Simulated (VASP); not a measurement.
Here is the system:

```yaml
crystal:
  lattice:
    - [0.00000, 2.71284, 2.71284]
    - [2.71284, 0.00000, 2.71284]
    - [2.71284, 2.71284, 0.00000]
  atoms:
    - { symbol: Ce, position: [0.00000, 0.00000, 0.00000] }
    - { symbol: O, position: [0.25000, 0.25000, 0.25000] }
    - { symbol: O, position: [0.75000, 0.75000, 0.75000] }
```

Level of theory: PBE GGA, VASP's PBE PAW potentials (set 64) (plane waves; VASP). Run with 400 eV cut-off, 9×9×9 Γ-centred mesh, Fermi-Dirac smearing of 0.050 eV, potentials Ce O.

Give the energies of bands 7 to 15 at the high-symmetry points, in eV from the valence-band maximum.

```tsv
band	Γ	X	U	L	W
7	-3.83	-3.90	-3.24	-2.96	-2.92
8	-3.83	-1.20	-1.72	-2.96	-2.26
9	-3.83	-1.20	-1.40	-1.26	-1.05
10	-0.61	-0.79	-1.28	-1.20	-1.05
11	-0.61	-0.79	-0.76	-0.79	-0.73
12	-0.61	-0.62	-0.31	-0.79	-0.66
13	2.25	1.97	2.01	1.93	2.00
14	2.25	2.07	2.10	2.11	2.12
15	2.25	2.07	2.14	2.11	2.12
```

The gap is indirect, 1.93 eV, from the valence maximum at K-Γ at 0.33 to the conduction minimum at L.

The structure is a typed CeO2 crystal (Fm-3m). The cell was not relaxed at this level. The run is not spin-polarised, so no magnetic state was tried.
